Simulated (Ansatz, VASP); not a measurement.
LaC: VASP beside Ansatz

Contents of POSCAR:

```
LaC
1.0
    3.2853548459      0.0000000000      0.0000000000
    0.0000000000      3.2853548459      0.0000000000
    0.0000000000      0.0000000000      3.2853548459
La C
1 1
Direct
    0.0000000000      0.0000000000      0.0000000000
    0.5000000000      0.5000000000      0.5000000000
```

INCAR.step1

```
ALGO     = Normal         # electronic algorithm
EDIFF    = 1E-4           # SCF threshold, eV
ENCUT    = 520            # plane-wave cutoff, eV
GGA      = PE             # functional
ISMEAR   = -5             # smearing method
LASPH    = True           # aspherical terms in the spheres
LCHARG   = False          # write CHGCAR
LDAU     = True           # DFT+U
LDAUJ    = 0 0          
LDAUL    = 3 -1           # shell
LDAUTYPE = 2            
LDAUU    = 5 0            # U, eV
LMAXMIX  = 6              # l up to which the mixer works
LREAL    = False          # projectors in reciprocal space
LWAVE    = True           # write WAVECAR
NBANDS   = 14             # bands
NELM     = 150            # most SCF steps
PREC     = Accurate       # precision mode
SIGMA    = 0.1            # smearing width, eV
```

The input INCAR.step2:

```
ALGO     = Normal         # electronic algorithm
EDIFF    = 1E-7           # SCF threshold, eV
ENCUT    = 520            # plane-wave cutoff, eV
ISIF     = 2              # what is computed and relaxed
ISMEAR   = -5             # smearing method
ISTART   = 1            
LASPH    = True           # aspherical terms in the spheres
LCHARG   = False          # write CHGCAR
LDAU     = True           # DFT+U
LDAUJ    = 0 0          
LDAUL    = 3 -1           # shell
LDAUPRINT= 1            
LDAUTYPE = 2            
LDAUU    = 5 0            # U, eV
LMAXMIX  = 6              # l up to which the mixer works
LMIXTAU  = True         
LREAL    = False          # projectors in reciprocal space
LWAVE    = False          # write WAVECAR
METAGGA  = R2SCAN         # meta-GGA
NBANDS   = 14             # bands
NELM     = 150            # most SCF steps
PREC     = Accurate       # precision mode
SIGMA    = 0.1            # smearing width, eV
```

KPOINTS

```
k-points
0
Gamma
  10 10 10
```

Input for Ansatz:

```yaml
crystal:
  lattice:
    - [3.2853548459, 0.0, 0.0]
    - [0.0, 3.2853548459, 0.0]
    - [0.0, 0.0, 3.2853548459]
  atoms:
    - { symbol: La, position: [0.0, 0.0, 0.0] }
    - { symbol: C, position: [0.5, 0.5, 0.5] }
basis:
  ecutwfc: 500
  ecutrho_ratio: 4
kpoints:
  mp_grid: { grid: [10, 10, 10] }
hamiltonian:
  xc: r2scan
  hubbard: { sites: [{ species: La, l: f, u_eff: 5.0 }], double_counting: fll }
scf:
  occupations: { method: tetrahedron }
  mixing: { algorithm: anderson, beta: 0.1, ndim: 16 }
output:
  forces: true
  stress: true
  write_density: true
  write_potential: true
  elf: true
  volumetric_format: npy
```

The cell comes from a database or a generator and needn't be the stable form of this composition.

Alike in both runs: task single point; functional r2SCAN; k mesh 10 × 10 × 10; occupations tetrahedron; no spin polarisation; Hubbard terms La f U = 5.0 eV.

```csv
,VASP,Ansatz
version,VASP 6.6.1,Ansatz 0.2.0
potentials or method,"VASP PAW PBE potentials, release 64 (La, C)","scalar-relativistic, plane waves, PAW"
plane-wave cutoff (eV),520,500
valence electrons in the cell,15,15
```

```tsv
	VASP	Ansatz	Ansatz less VASP
gap on the k mesh at the Fermi level (eV)	none	none	-
pressure (GPa)	3.7	3.7	+0.01
```

The programs project onto different local orbitals, so the same U acts differently. A gap of «none» marks a metal or a gap that the smearing closes. Ansatz warned: «band_table_not_solved_further».

Caveats: the PAW data sets were made with another functional, which shifts forces and pressure a little (VASP); U without spin polarisation on a metal has little footing; the U is typed as a test and isn't derived for this compound; tetrahedron occupations give inexact forces and stress in metals. Spin-orbit coupling is left out, which matters for the levels of La.
